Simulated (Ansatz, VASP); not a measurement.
# InTe2: VASP beside Ansatz, part 2 of 2

Aim: how closely do two programs agree when they are given the same cell, functional and k mesh? The cell is generated by rule, not measured, and may not be a known phase. The cell is taken from a series of runs on this material, whose earlier steps may have relaxed, scaled, displaced or heated it; both programs get it as it stands.

VASP 6.6.1 and Ansatz 0.2.0.

So far: Set-up; VASP: zone-centre phonons, PBE with D3(BJ).

The structure was built from a prototype and need not be the compound's stable phase.

**3. Ansatz: zone-centre phonons, PBE with D3(BJ)**

Level of this step: Ansatz beside VASP: Kohn-Sham DFT, plane waves, PBE with D3(BJ) (Ansatz).

Ansatz runs on its default PAW (the set named soft_2) files.

The same cell, functional, mesh and smearing now go to Ansatz, which takes its cutoff from its data sets.

input.yaml reads:

```yaml
crystal:
  lattice:
    - [0.0, 3.6246535423, 3.6246535423]
    - [3.6246535423, 0.0, 3.6246535423]
    - [3.6246535423, 3.6246535423, 0.0]
  atoms:
    - { symbol: In, position: [0.0, 0.0, 0.0] }
    - { symbol: Te, position: [0.75, 0.75, 0.75] }
    - { symbol: Te, position: [0.25, 0.25, 0.25] }
kpoints:
  mp_grid: { grid: [12, 12, 12] }
hamiltonian:
  xc: pbe
  dispersion: d3bj
scf:
  occupations: { method: methfessel_paxton, width: 0.2 }
output:
  eigenvalues: true
phonons:
  method: dfpt
```

Run with:

```bash
> ansatz run input.yaml --threads 8 --pin off --max-ram 14336MiB --backend cpu --events-out ev --progress --plain --runs-dir out
```

Numbers of over 12 decimals in the logs are rounded to 6 here.

Log:

```text
zone centre: on kpoints.mp_grid the ground state, and the responses unless they are solved on pairs of k-points, stand on 163 of the mesh's 1728 k-points, reduced under 8 symmetry operations, with k and −k counted as one. Each operation leaves every solved displacement unchanged or reverses it
Engine: ansatz 0.2.0, x86_64-unknown-linux-gnu
Pseudopotentials: kind: paw
Pseudopotential: In, paw, valence charge 13, recommended cutoff 420 eV (normal), In.paw.azcp
Pseudopotential: Te, paw, valence charge 16, recommended cutoff 420 eV (normal), Te.paw.azcp
Functional definition: PBE
  parameter kappa = 0.804
  parameter beta = 0.066725
  exchange = pbe_x(kappa = kappa, mu = beta*pi^2/3)
  correlation = pbe_c(beta = beta)
Crystal: 3 atoms, lattice volume = 95.242 Å³
Basis set: ecut = 420 eV, 1837 PW (Γ), exchange–correlation on 72×72×72 points (8 copies of the dense FFT grid, shifted against one another)
Bands: 27, of which v1, the nominal top of the filled ones, is band 23 counted from 1 (22 counted from 0)
Symmetry: 48 space group operations
k-points: 163 of 1728 (irreducible under 8 space group operations, time reversal used)
Non-local potential: In, projectors of the file, l = 0: 2, l = 1: 2, l = 2: 2, l = 3: 2
Non-local potential: Te, projectors of the file, l = 0: 2, l = 1: 2, l = 2: 2, l = 3: 2
PAW form: soft (Blöchl's): semilocal exchange-correlation on the pseudo side does not see the compensation charge
PAW one-centre angular grid: In, 590 points (default); XC on 64 Gauss nodes
PAW one-centre angular grid: Te, 590 points (default); XC on 64 Gauss nodes
Initial density: superposition of atomic densities (neutral atoms: chi_scale 0, normalization atom), corrected by the library's trained network
Initial wavefunctions: pseudopotential atomic-orbital guess
Functional: x = pbe(κ = 0.804, μ = 0.219515), c = pbe(β = 0.066725)
SCF iter   1: F=—  HF=-19558.434353 eV  |F-HF|=—  |Δ(HF+E_count)|=         —  Δρ=2.28e-3  dr2=1.13e-2  ethr=1.77e-3  ⟨swp⟩=5.9  Hψ=18504  notcnv=0
preconditioner: auto → LDOS  [metal: Δε(μ)=0.024 eV  Ē_g=11.744 eV  σ=0.200 eV  W_gap=0.10  n_scr=14 (ndim 8)  ℏωp=19.0 eV  f_vac=0.062  D(μ)=3.04/eV (n_scr^D=14)  β→1.0]
SCF iter   2: F=—  HF=-19558.431155 eV  |F-HF|=—  |Δ(HF+E_count)|=   3.20e-3  S|Δr|=    0.00e0  Δρ=9.83e-4  dr2=1.37e-3  ethr=2.51e-5  ⟨swp⟩=2.0  Hψ=7797  notcnv=0
SCF iter   3: F=—  HF=-19558.431129 eV  |F-HF|=—  |Δ(HF+E_count)|=   2.61e-5  S|Δr|=    0.00e0  Δρ=9.56e-4  dr2=5.98e-4  ethr=3.05e-6  ⟨swp⟩=2.0  Hψ=8084  notcnv=0
SCF iter   4: F=—  HF=-19558.430833 eV  |F-HF|=—  |Δ(HF+E_count)|=   2.96e-4  S|Δr|=    0.00e0  Δρ=9.41e-5  dr2=9.42e-6  ethr=1.33e-6  ⟨swp⟩=3.0  Hψ=8641  notcnv=0
SCF iter   5: F=—  HF=-19558.430833 eV  |F-HF|=—  |Δ(HF+E_count)|=   5.12e-7  S|Δr|=    0.00e0  Δρ=2.93e-5  dr2=1.14e-6  ethr=2.09e-8  ⟨swp⟩=2.0  Hψ=8152  notcnv=0
SCF iter   6: F=—  HF=-19558.430834 eV  |F-HF|=—  |Δ(HF+E_count)|=   5.59e-7  S|Δr|=    0.00e0  Δρ=1.01e-5  dr2=1.02e-7  ethr=2.53e-9  ⟨swp⟩=2.1  Hψ=6956  notcnv=0
SCF iter   7: F=—  HF=-19558.430834 eV  |F-HF|=—  |Δ(HF+E_count)|=   4.29e-9  S|Δr|=    0.00e0  Δρ=2.83e-6  dr2=6.55e-9  ethr=2.27e-10  ⟨swp⟩=2.0  Hψ=6452  notcnv=0
SCF iter   8: F=—  HF=-19558.430834 eV  |F-HF|=—  |Δ(HF+E_count)|=   1.89e-9  S|Δr|=    0.00e0  Δρ=5.89e-7  dr2=2.97e-10  ethr=1.46e-11  ⟨swp⟩=2.0  Hψ=6375  notcnv=0
SCF iter   9: F=-19558.430834 eV  HF=-19558.430834 eV  |F-HF|=3.64e-12  |Δ(HF+E_count)|=  9.46e-11  S|Δr|=    0.00e0  Δρ=3.28e-8  dr2=9.08e-13  ethr=1.00e-12  ⟨swp⟩=5.2  Hψ=23666  notcnv=0
SCF 1 converged in 9 iterations: F = -19558.430834 eV  dr2 = 9.08e-13
  greatest PAW one-centre occupation: 0.998 electrons in one spin orbital (limit 2), on the Te atom at site 2 (counted from 0), in its partial waves of l = 2
DFPT response loops at Γ: preconditioner auto → Kerker (q_TF=auto, 2.408 Å⁻¹) (partly filled bands, converged f_vac=0.066); β = 1.00, the filter's whole step (`scf.mixing.beta` (0.50) is not read by the response loops under this deck's `scf.mixing.preconditioner`; to damp them name `kerker` or `kerker_dos`, under which they read `scf.mixing.beta`, and type it under 1.00, their step now; both keys bind the ground state too); Broyden in place of MSR1
SCF converged after 9 iterations
Stability not checked: this state was not tested for a lower state beside it, because cold or Methfessel-Paxton smearing, or corrected tetrahedra, fill the levels in a way that the test cannot read (fill_not_monotonic; see scf.lower_state_search)
Free energy (F): -19558.430834 eV
Harris-Foulkes:  -19558.430834 eV  (|F-HF|=3.64e-12)
Internal energy: -19558.429184 eV  (E = F + TS)
E sigma→0 (E₀):  -19558.430421 eV
Entropy (-TS):   -0.001650 eV (-0.550 meV/atom)
Fermi energy:    8.902955 eV
--- Per-component energies (eV) ---
  E_band       = -560.545473
  E_kinetic    = 602.823090
  E_local      = -3752.254982  (includes V_loc(G=0)·N_el)
  E_nonlocal   = -253.436381
  E_hartree    = 2105.277051
  E_xc         = -463.464231
  E_vxc        = -306.868355  (∫ρ·V_xc dr)
  E_paw        = -13478.439271  (= ΣΔE_a)
  E_vpaw       = -1061.362544  (= ΣTr[D̂ρ^β])
  E_aug_tail   = -0.000357  (compensation charges beyond the density's cutoff)
  E_ewald      = -4317.769032
  E_disp       = -1.165070  (pairwise vdW)
  E_smearing   = -0.001650  (= −TS)
  E_closure    = -0.000000  (closes the sum)
  Σ components = -19558.430834   (vs F -19558.430834, Δ=0.00e0)
--- Band table (eV; the first three rows and the last of 163) ---
  k-point 0: bands = [... 19 lower, 6.1193, 6.7689, 7.8458, 7.8458, 7.8458, 10.8389, 10.8389, 10.8389]
  k-point 1: bands = [... 19 lower, 6.1009, 6.4431, 7.7893, 7.7893, 8.4478, 10.8991, 10.9108, 10.9108]
  k-point 2: bands = [... 19 lower, 6.0577, 6.3695, 7.6280, 7.6280, 9.2466, 11.1505, 11.1505, 11.2609]
  k-point 162: bands = [... 19 lower, 6.4200, 6.4200, 9.0157, 9.7319, 9.7320, 11.9101, 13.7801, 13.7801]
--- Phonons (Γ-DFPT): 2 representative perturbations + reference, on 163 of 1728 k-points (Σ response iterations 6) ---
  k mesh reduced under 8 symmetry operations, with k and −k counted as one. Each operation leaves every solved displacement unchanged or reverses it
  ASR residual: 2.646e-5 → 0.000e0 eV/Å²; symmetrization residual: 4.936e-5 eV/Å²
  pairwise dispersion correction: d3bj (s6 = 1.0, s8 = 0.7875, a1 = 0.4289, a2_bohr = 4.4407), with the weights of each atom's references fixed at the reference crystal's, and the forces and stress that the weights' published response gives there kept as a pressure on the atom's counted neighbours (hamiltonian.dispersion)
  ASR residual per site (eV/Å²): 2.65e-5 2.12e-5 2.12e-5
  Γ frequencies (cm⁻¹): 0.00 0.00 0.00 38.93 38.93 38.93 88.92 88.92 88.92
  non-analytic LO–TO correction: not included (Born effective charges unavailable; polar crystals: no LO–TO splitting at Γ)
```

Reading the cycles: dr2 is the Hartree energy of the density residual (eV), the measure of convergence; HF is the Harris–Foulkes estimate of the energy, which meets the free energy F at convergence.

**4. Differences**

Known differences besides the potentials themselves: the data sets hold 45 valence electrons in Ansatz (on its default PAW (the set named soft_2) files) and 25 in VASP; the cutoff is 420 eV in Ansatz and 500 eV in VASP; Ansatz takes the dispersion share of the force constants at frozen C6 weights, VASP differentiates the full forces; VASP uses finite displacements, Ansatz perturbation theory. Total energies have different zeros and are not compared.

The two programs side by side:

```
                  quantity  Ansatz  VASP  difference
optical mode 1 to 3 (cm⁻¹)    38.9  38.9         0.0
optical mode 4 to 6 (cm⁻¹)    88.9  88.8     +0.16 %
```

Modes are paired by rising frequency, not by their patterns, so a pair may set unlike modes beside each other; they are those without the splitting of longitudinal modes.

**5. What came out**

| Property | Result |
| --- | --- |
| r.m.s. difference of the optical zone-centre modes, each program's sorted by frequency (zone-centre phonons, PBE with D3(BJ)) | 0.10 cm⁻¹ |

The r.m.s. difference of the optical zone-centre modes, each program's sorted by frequency is 0.10 cm⁻¹ (zone-centre phonons, PBE with D3(BJ)). The data sets hold unlike numbers of valence electrons (45 in Ansatz and 25 in VASP), so part of the differences comes from the potentials. How closely two codes agree says nothing of how well the functional describes the real material.

[Lines on the potential files, build, host, timing and source positions are cut from VASP's logs without a mark.]

[Logs are printed without paths, hosts, clocks, repeated set-up lines and the standing remarks that a program may print on its own settings, such as how far it seeks lower states.]

[Hosts, paths, dates, database ids (printed as entryN), source tags and the programs' standing remarks are cut or masked in the printed files.]
